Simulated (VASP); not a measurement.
A run of VASP 6.6.1:

INCAR

```
SYSTEM = WSe2
PREC     = Accurate       ! precision mode
ENCUT    = 600            ! plane-wave cutoff, eV
EDIFF    = 1E-6           ! SCF threshold, eV
ISMEAR   = 0              ! smearing method
SIGMA    = 0.03           ! smearing width, eV
LREAL    = .FALSE.        ! projectors in reciprocal space
LASPH    = .TRUE.         ! aspherical terms in the spheres
NELM     = 80             ! most SCF steps
ALGO     = Normal         ! electronic algorithm
ISIF     = 3              ! what is computed and relaxed
LWAVE    = .FALSE.        ! write WAVECAR
LCHARG   = .FALSE.        ! write CHGCAR
GGA      = PS             ! functional
IBRION   = 2              ! ionic algorithm
NSW      = 90             ! ionic steps
EDIFFG   = -0.01          ! ionic threshold
LATTICE_CONSTRAINTS= .TRUE. .TRUE. .FALSE.
```

KPOINTS

```
regular mesh
0
G
  12 12 1
  0 0 0
```

The input POSCAR:

```
WSe2
1.0
    3.2900000000      0.0000000000      0.0000000000
   -1.6450000000      2.8492235800      0.0000000000
    0.0000000000      0.0000000000     21.3462600000
Se W
2 1
Direct
    0.3333333300      0.6666666700      0.4216195200
    0.3333333300      0.6666666700      0.5783804800
    0.6666666700      0.3333333300      0.5000000000
```

Potentials or basis: VASP PAW PBE potentials, release 64 (Se, W_sv).

Launch:

```sh
$ cat potpaw_PBE.64/Se/POTCAR potpaw_PBE.64/W_sv/POTCAR > POTCAR
$ mpirun -np 1 vasp_std > vasp.out
```

Hardware: 1 thread of Intel(R) Xeon(R) Platinum 8375C CPU @ 2.90GHz (Ice Lake) (shared host).

Task: How long does it take, and how much memory?

Result: It took 3.9 min on 1 thread of Intel(R) Xeon(R) Platinum 8375C CPU @ 2.90GHz (Ice Lake) (shared host), peak memory 0.44 GiB. Counts: scf iterations 47, k points 19, ion steps 5.
